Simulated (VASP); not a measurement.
OSZICAR of a VASP run on Y (hcp):

**OSZICAR**
```
       N       E                     dE             d eps       ncg     rms          rms(c)
DAV:   1     0.877901664179E+02    0.87790E+02   -0.11618E+04  2280   0.139E+03
DAV:   2    -0.592101947621E+01   -0.93711E+02   -0.92847E+02  2819   0.289E+02
DAV:   3    -0.134823130299E+02   -0.75613E+01   -0.75019E+01  4375   0.487E+01
DAV:   4    -0.136157720337E+02   -0.13346E+00   -0.13343E+00  2498   0.740E+00
DAV:   5    -0.136194181251E+02   -0.36461E-02   -0.36461E-02  3310   0.896E-01    0.345E+01
DAV:   6    -0.132674639920E+02    0.35195E+00   -0.45849E-01  2287   0.491E+00    0.214E+01
DAV:   7    -0.132060492626E+02    0.61415E-01   -0.92307E-01  3031   0.632E+00    0.178E+00
DAV:   8    -0.131935914039E+02    0.12458E-01   -0.17256E-01  2777   0.277E+00    0.808E-01
DAV:   9    -0.131930221177E+02    0.56929E-03   -0.49571E-03  2997   0.513E-01    0.314E-01
DAV:  10    -0.131931006346E+02   -0.78517E-04   -0.14195E-03  2531   0.386E-01    0.191E-01
DAV:  11    -0.131930775451E+02    0.23089E-04   -0.94023E-05  3346   0.953E-02    0.463E-02
DAV:  12    -0.131930733044E+02    0.42407E-05   -0.15178E-05  2833   0.373E-02    0.198E-02
DAV:  13    -0.131930755820E+02   -0.22776E-05   -0.49956E-06  2595   0.242E-02    0.114E-03
DAV:  14    -0.131930757611E+02   -0.17908E-06   -0.17705E-07  2394   0.289E-03    0.138E-03
DAV:  15    -0.131930756064E+02    0.15464E-06   -0.32291E-08  1518   0.167E-03    0.738E-04
DAV:  16    -0.131930756285E+02   -0.22060E-07   -0.75160E-09  1392   0.566E-04
   1 F= -.13193076E+02 E0= -.13191908E+02  d E =-.131931E+02
       N       E                     dE             d eps       ncg     rms          rms(c)
DAV:   1    -0.131955643214E+02   -0.24887E-02   -0.11512E-01  2280   0.275E+00    0.242E-01
DAV:   2    -0.131941823394E+02    0.13820E-02   -0.34423E-03  2483   0.417E-01    0.138E-01
DAV:   3    -0.131936254689E+02    0.55687E-03   -0.14689E-03  2868   0.289E-01    0.969E-02
DAV:   4    -0.131936294380E+02   -0.39691E-05   -0.44793E-05  2763   0.501E-02    0.304E-02
DAV:   5    -0.131936213630E+02    0.80750E-05   -0.22541E-05  3008   0.379E-02    0.416E-03
DAV:   6    -0.131936214677E+02   -0.10466E-06   -0.81350E-07  2833   0.653E-03    0.258E-03
DAV:   7    -0.131936213895E+02    0.78175E-07   -0.23725E-08  1469   0.167E-03
   2 F= -.13193621E+02 E0= -.13192552E+02  d E =-.545761E-03
       N       E                     dE             d eps       ncg     rms          rms(c)
DAV:   1    -0.131952887145E+02   -0.16672E-02   -0.89054E-02  2280   0.242E+00    0.212E-01
DAV:   2    -0.131942113042E+02    0.10774E-02   -0.26708E-03  2455   0.367E-01    0.122E-01
DAV:   3    -0.131937773704E+02    0.43393E-03   -0.11535E-03  2882   0.256E-01    0.854E-02
DAV:   4    -0.131937805230E+02   -0.31526E-05   -0.34946E-05  2728   0.442E-02    0.269E-02
DAV:   5    -0.131937742369E+02    0.62861E-05   -0.17303E-05  3029   0.331E-02    0.363E-03
DAV:   6    -0.131937743216E+02   -0.84707E-07   -0.62091E-07  2737   0.572E-03
   3 F= -.13193774E+02 E0= -.13192816E+02  d E =-.698693E-03
```

### Question
Which electronic solver shows in the log?

### Answer
It is blocked Davidson (ALGO = Normal, or the opening steps of other solvers). The INCAR had ALGO = Normal.

### Question
Can the final energy be trusted as converged?

### Answer
Self-consistency was reached. It stopped with EDIFF = 1E-7, NELM = 100, NSW = 30 and EDIFFG = -0.01 after 3 ionic steps (AM05 GGA, plane waves, VASP's PBE PAW potentials (set 64)).

The compound is Y in the hcp structure. This run relaxes it. Symmetry was kept, so distortions that lower it aren't found.
